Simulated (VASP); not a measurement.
Level of theory: TPSS meta-GGA, VASP's PBE PAW potentials (set 64) (plane waves; VASP).

VASP ran on this input.

File KPOINTS:
```
Automatic mesh
0
Gamma
7 7 7
0 0 0
```

### INCAR
```
# general
SYSTEM   =  GaSb
PREC     =  Accurate
ENCUT    =  520   # plane-wave cut-off (eV)
LREAL    =  F   # projection in real space or not
LASPH    =  T   # aspherical one-centre terms

# electronic loop
EDIFF    =  1E-6   # SCF stop (eV)
NELM     =  100   # most electronic steps
ALGO     =  Normal   # blocked Davidson
LMAXMIX  =  4   # l cut-off of mixed one-centre charges
LMIXTAU  =  T

# smearing
ISMEAR   =  0   # Gaussian
SIGMA    =  0.05   # width (eV)

# functional
METAGGA  =  TPSS

# ions
IBRION   =  2   # conjugate gradients
NSW      =  60
ISIF     =  3   # ions, shape and volume
EDIFFG   =  -0.01   # ionic stop

# output
LWAVE    =  F
LCHARG   =  F
```

File POSCAR:
```
GaSb
1.0
  0.0000000000   3.0500000000   3.0500000000
  3.0500000000   0.0000000000   3.0500000000
  3.0500000000   3.0500000000   0.0000000000
Ga Sb
1 1
Direct
  0.0000000000   0.0000000000   0.0000000000
  0.2500000000   0.2500000000   0.2500000000
```

POTCAR, in this order: Ga_d Sb (PBE.64 set). Program: vasp_std.

Energy and stress use the plane-wave basis of the starting cell. Unless said otherwise, spin-orbit coupling is left out, though it shifts the bands of the heavy elements here.

Task: Predict the energy per atom (σ→0), volume per atom, band gap (on the k-mesh).

Result: 
The energy per atom (σ→0) is -11.589 eV/atom, the band gap (on the k-mesh) comes out as none (metal, semimetal or under 0.01 eV) and the volume per atom is 29.44 Å^3/atom.

### OSZICAR
```
...
DAV:   4    -0.231773999462E+02    0.23368E-03   -0.59257E-04   574   0.381E-01    0.126E-02
DAV:   5    -0.231775097024E+02   -0.10976E-03   -0.10721E-04   528   0.114E-01    0.120E-02
DAV:   6    -0.231775236742E+02   -0.13972E-04   -0.12591E-05   567   0.367E-02    0.393E-03
DAV:   7    -0.231775200764E+02    0.35978E-05   -0.88326E-06   575   0.466E-02    0.178E-03
DAV:   8    -0.231775272676E+02   -0.71912E-05   -0.31225E-06   553   0.176E-02    0.131E-03
DAV:   9    -0.231775261882E+02    0.10794E-05   -0.62181E-07   370   0.735E-03    0.223E-04
DAV:  10    -0.231775270113E+02   -0.82310E-06   -0.30591E-07   300   0.803E-03
   3 F= -.23177527E+02 E0= -.23177404E+02  d E =-.111400E-01
```

The compound is GaSb in the zinc blende structure. This run relaxes it. Symmetry was kept, so distortions that lower it aren't found.
